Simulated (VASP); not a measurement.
Method: SCAN meta-GGA, VASP's PBE PAW potentials (set 64) (plane waves; VASP).

The input files of a VASP run:

### POSCAR
```
SnSe2
1
    1.9165081878    -3.3194897697     0.0000000000
    1.9165081878     3.3194897697    -0.0000000000
    0.0000000000     0.0000000000     6.2366366453
Sn Se
1 2
Direct
  1.0000000000   0.0000000000   0.0000000000
  0.3333330000   0.6666670000   0.2525926707
  0.6666670000   0.3333330000   0.7474073293
```

KPOINTS:
```
Automatic mesh
0
Gamma
6 6 3
0 0 0
```

### INCAR
```
SYSTEM=SnSe2
PREC=Accurate; ENCUT=520; LREAL=F
LASPH=T
EDIFF=1E-6; NELM=100; ALGO=Normal
LMAXMIX=4; LMIXTAU=T
ISMEAR=0; SIGMA=0.05
METAGGA=SCAN
IBRION=2; NSW=60; ISIF=3
EDIFFG=-0.02
LWAVE=F; LCHARG=F
```

POTCAR, in this order: Sn_d Se (PBE.64 set). Program: vasp_std.

What VASP printed:

**OSZICAR**
```
...
DAV:   1    -0.770698653556E+02   -0.17398E-02   -0.45154E-02   728   0.341E+00    0.236E-01
DAV:   2    -0.770683756289E+02    0.14897E-02   -0.26371E-03   745   0.893E-01    0.110E-01
DAV:   3    -0.770677944905E+02    0.58114E-03   -0.12932E-03   785   0.614E-01    0.238E-02
DAV:   4    -0.770679779535E+02   -0.18346E-03   -0.24787E-04   578   0.196E-01    0.153E-02
DAV:   5    -0.770680235511E+02   -0.45598E-04   -0.53669E-05   578   0.102E-01    0.855E-03
DAV:   6    -0.770680794587E+02   -0.55908E-04   -0.50426E-05   580   0.105E-01    0.466E-03
DAV:   7    -0.770680764408E+02    0.30179E-05   -0.25043E-05   579   0.748E-02    0.282E-03
DAV:   8    -0.770680691235E+02    0.73173E-05   -0.41405E-06   582   0.283E-02    0.911E-04
DAV:   9    -0.770680749606E+02   -0.58372E-05   -0.99376E-07   341   0.126E-02    0.356E-04
DAV:  10    -0.770680734751E+02    0.14856E-05   -0.28729E-07   299   0.820E-03    0.207E-04
DAV:  11    -0.770680727093E+02    0.76573E-06   -0.46387E-08   289   0.347E-03
   4 F= -.77068073E+02 E0= -.77068073E+02  d E =-.918151E-03
       N       E                     dE             d eps       ncg     rms          rms(c)
DAV:   1    -0.770695232389E+02   -0.14498E-02   -0.10642E-01   582   0.329E+00    0.199E-01
DAV:   2    -0.770693199899E+02    0.20325E-03   -0.51952E-03   640   0.825E-01    0.957E-02
DAV:   3    -0.770691474898E+02    0.17250E-03   -0.62502E-04   694   0.400E-01    0.345E-02
DAV:   4    -0.770691866568E+02   -0.39167E-04   -0.18483E-04   638   0.170E-01    0.128E-02
DAV:   5    -0.770692182494E+02   -0.31593E-04   -0.28769E-05   587   0.683E-02    0.778E-03
DAV:   6    -0.770692785398E+02   -0.60290E-04   -0.12855E-05   581   0.472E-02    0.448E-03
DAV:   7    -0.770692895502E+02   -0.11010E-04   -0.20077E-05   579   0.592E-02    0.334E-03
DAV:   8    -0.770692952389E+02   -0.56887E-05   -0.34216E-06   582   0.254E-02    0.146E-03
DAV:   9    -0.770692912589E+02    0.39801E-05   -0.11329E-06   430   0.125E-02    0.861E-04
DAV:  10    -0.770692889752E+02    0.22836E-05   -0.49431E-07   323   0.960E-03    0.305E-04
DAV:  11    -0.770692887819E+02    0.19330E-06   -0.34376E-08   289   0.251E-03
   5 F= -.77069289E+02 E0= -.77069289E+02  d E =-.121607E-02
       N       E                     dE             d eps       ncg     rms          rms(c)
DAV:   1    -0.770719283938E+02   -0.26394E-02   -0.68068E-01   582   0.836E+00    0.506E-01
DAV:   2    -0.770714776867E+02    0.45071E-03   -0.33480E-02   648   0.207E+00    0.244E-01
DAV:   3    -0.770703510628E+02    0.11266E-02   -0.38226E-03   694   0.985E-01    0.905E-02
DAV:   4    -0.770704084579E+02   -0.57395E-04   -0.12140E-03   638   0.447E-01    0.313E-02
DAV:   5    -0.770704716748E+02   -0.63217E-04   -0.19163E-04   587   0.179E-01    0.190E-02
DAV:   6    -0.770706287998E+02   -0.15713E-03   -0.83239E-05   581   0.122E-01    0.109E-02
DAV:   7    -0.770706600211E+02   -0.31221E-04   -0.13439E-04   579   0.156E-01    0.856E-03
DAV:   8    -0.770706623850E+02   -0.23639E-05   -0.20954E-05   582   0.631E-02    0.403E-03
DAV:   9    -0.770706537513E+02    0.86336E-05   -0.75090E-06   617   0.312E-02    0.234E-03
DAV:  10    -0.770706465206E+02    0.72307E-05   -0.36756E-06   580   0.247E-02    0.716E-04
DAV:  11    -0.770706473123E+02   -0.79168E-06   -0.13748E-07   300   0.336E-03
   6 F= -.77070647E+02 E0= -.77070647E+02  d E =-.257460E-02
       N       E                     dE             d eps       ncg     rms          rms(c)
DAV:   1    -0.770733313255E+02   -0.26848E-02   -0.14190E-01   582   0.357E+00    0.274E-01
DAV:   2    -0.770721111559E+02    0.12202E-02   -0.84130E-03   611   0.113E+00    0.151E-01
DAV:   3    -0.770714956224E+02    0.61553E-03   -0.18663E-03   661   0.632E-01    0.589E-02
DAV:   4    -0.770714804472E+02    0.15175E-04   -0.48956E-04   588   0.263E-01    0.224E-02
DAV:   5    -0.770715413330E+02   -0.60886E-04   -0.21421E-04   580   0.185E-01    0.131E-02
DAV:   6    -0.770715809007E+02   -0.39568E-04   -0.75200E-05   580   0.119E-01    0.707E-03
DAV:   7    -0.770716047183E+02   -0.23818E-04   -0.53338E-05   579   0.975E-02    0.419E-03
DAV:   8    -0.770715951249E+02    0.95935E-05   -0.17349E-05   586   0.555E-02    0.119E-03
DAV:   9    -0.770715959819E+02   -0.85705E-06   -0.14528E-06   501   0.136E-02
   7 F= -.77071596E+02 E0= -.77071596E+02  d E =-.948670E-03
       N       E                     dE             d eps       ncg     rms          rms(c)
DAV:   1    -0.770888726516E+02   -0.17278E-01   -0.12685E+00   582   0.107E+01    0.818E-01
DAV:   2    -0.770788833591E+02    0.99893E-02   -0.75518E-02   611   0.321E+00    0.449E-01
DAV:   3    -0.770736422343E+02    0.52411E-02   -0.15708E-02   669   0.177E+00    0.181E-01
DAV:   4    -0.770734543745E+02    0.18786E-03   -0.43432E-03   588   0.810E-01    0.637E-02
DAV:   5    -0.770737004803E+02   -0.24611E-03   -0.19562E-03   581   0.554E-01    0.376E-02
DAV:   6    -0.770738309822E+02   -0.13050E-03   -0.62367E-04   580   0.342E-01    0.196E-02
DAV:   7    -0.770739017841E+02   -0.70802E-04   -0.43617E-04   579   0.277E-01    0.123E-02
DAV:   8    -0.770738444821E+02    0.57302E-04   -0.13957E-04   584   0.156E-01    0.340E-03
DAV:   9    -0.770738453209E+02   -0.83878E-06   -0.10342E-05   686   0.342E-02    0.174E-03
DAV:  10    -0.770738472901E+02   -0.19692E-05   -0.23857E-06   575   0.202E-02    0.627E-04
DAV:  11    -0.770738460625E+02    0.12276E-05   -0.38208E-07   330   0.785E-03    0.275E-04
DAV:  12    -0.770738456890E+02    0.37357E-06   -0.47037E-08   292   0.254E-03
   8 F= -.77073846E+02 E0= -.77073846E+02  d E =-.319838E-02
       N       E                     dE             d eps       ncg     rms          rms(c)
DAV:   1    -0.771307086488E+02   -0.56863E-01   -0.49981E+00   582   0.214E+01    0.163E+00
DAV:   2    -0.770956686687E+02    0.35040E-01   -0.30100E-01   610   0.622E+00    0.885E-01
DAV:   3    -0.770744752073E+02    0.21193E-01   -0.57491E-02   651   0.323E+00    0.375E-01
DAV:   4    -0.770736679494E+02    0.80726E-03   -0.16983E-02   588   0.164E+00    0.115E-01
DAV:   5    -0.770743292103E+02   -0.66126E-03   -0.80491E-03   579   0.113E+00    0.692E-02
DAV:   6    -0.770746454735E+02   -0.31626E-03   -0.23995E-03   582   0.662E-01    0.359E-02
DAV:   7    -0.770747917074E+02   -0.14623E-03   -0.14964E-03   578   0.505E-01    0.236E-02
DAV:   8    -0.770746105809E+02    0.18113E-03   -0.46698E-04   584   0.283E-01    0.686E-03
DAV:   9    -0.770746107231E+02   -0.14225E-06   -0.38684E-05   686   0.656E-02    0.317E-03
DAV:  10    -0.770746143921E+02   -0.36689E-05   -0.82568E-06   606   0.365E-02    0.152E-03
DAV:  11    -0.770746101388E+02    0.42532E-05   -0.18210E-06   505   0.175E-02    0.483E-04
DAV:  12    -0.770746094147E+02    0.72415E-06   -0.22803E-07   345   0.629E-03
   9 F= -.77074609E+02 E0= -.77074609E+02  d E =-.396210E-02
       N       E                     dE             d eps       ncg     rms          rms(c)
DAV:   1    -0.770897432985E+02   -0.15133E-01   -0.10753E+00   582   0.953E+00    0.743E-01
DAV:   2    -0.770798952110E+02    0.98481E-02   -0.62937E-02   600   0.289E+00    0.407E-01
DAV:   3    -0.770755455774E+02    0.43496E-02   -0.14605E-02   652   0.169E+00    0.160E-01
DAV:   4    -0.770753528935E+02    0.19268E-03   -0.36788E-03   582   0.726E-01    0.650E-02
DAV:   5    -0.770753047096E+02    0.48184E-04   -0.15500E-03   579   0.483E-01    0.377E-02
DAV:   6    -0.770752418739E+02    0.62836E-04   -0.55704E-04   580   0.315E-01    0.221E-02
DAV:   7    -0.770751550158E+02    0.86858E-04   -0.43793E-04   579   0.271E-01    0.114E-02
DAV:   8    -0.770751384625E+02    0.16553E-04   -0.12983E-04   582   0.150E-01    0.369E-03
DAV:   9    -0.770751257844E+02    0.12678E-04   -0.18015E-05   620   0.513E-02    0.172E-03
DAV:  10    -0.770751241763E+02    0.16081E-05   -0.11403E-06   545   0.118E-02    0.469E-04
DAV:  11    -0.770751241273E+02    0.49051E-07   -0.28857E-07   303   0.658E-03
  10 F= -.77075124E+02 E0= -.77075124E+02  d E =-.447681E-02
```

### OUTCAR
```
------------------------ aborting loop because EDIFF is reached ----------------------------------------
  FORCE on cell =-STRESS in cart. coord.  units (eV):
  Direction    XX          YY          ZZ          XY          YZ          ZX
  --------------------------------------------------------------------------------------
  Total        0.0121246      0.0121246      0.0008703      0.0000000      0.0000000      0.0000000
  in kB        0.2356593      0.2356594      0.0169151      0.0000000      0.0000000      0.0000000
  external PRESSURE =       0.1627446 kB  Pullay stress =       0.0000000 kB
  volume of cell :       82.43
      direct lattice vectors                 reciprocal lattice vectors
     1.920796542 -3.326917419  0.000000000     0.260308674 -0.150289273  0.000000000
     1.920796542  3.326917419 -0.000000000     0.260308674  0.150289273  0.000000000
    -0.000000000 -0.000000000  6.449716310    -0.000000000  0.000000000  0.155045579
 POSITION                                       TOTAL-FORCE (eV/Angst)
 -----------------------------------------------------------------------------------
      0.00000     -0.00000      0.00000         0.000000     -0.000000      0.000000
      1.92080      1.10897      1.57414         0.000000      0.000000     -0.012930
      1.92080     -1.10897      4.87557        -0.000000     -0.000000      0.012930
 -----------------------------------------------------------------------------------
    total drift:                               -0.000000      0.000000      0.000000
  FREE ENERGIE OF THE ION-ELECTRON SYSTEM (eV)
  ---------------------------------------------------
  free  energy   TOTEN  =       -77.0751241273 eV

  energy  without entropy=      -77.0751241273  energy(sigma->0) =      -77.07512413

 reached required accuracy - stopping structural energy minimisation
```
(Selected blocks of OUTCAR.)

CONTCAR:
```
SnSe2
   1.00000000000000
     1.9207965422369482   -3.3269174188398440    0.0000000000000000
     1.9207965422369482    3.3269174188398440   -0.0000000000000000
    -0.0000000000000000   -0.0000000000000000    6.4497163098424863
  Sn              Se
     1     2
Direct
     0.0000000000000000    0.0000000000000000    0.0000000000000000
     0.3333330000000032    0.6666669999999968    0.2440641676023773
     0.6666669999999968    0.3333330000000032    0.7559358323976225
```

Energy and stress use the plane-wave basis of the starting cell.

The compound is SnSe2 in the 1T layered structure. This run relaxes it. Symmetry was kept, so distortions that lower it aren't found. The start is the result of an earlier pass.
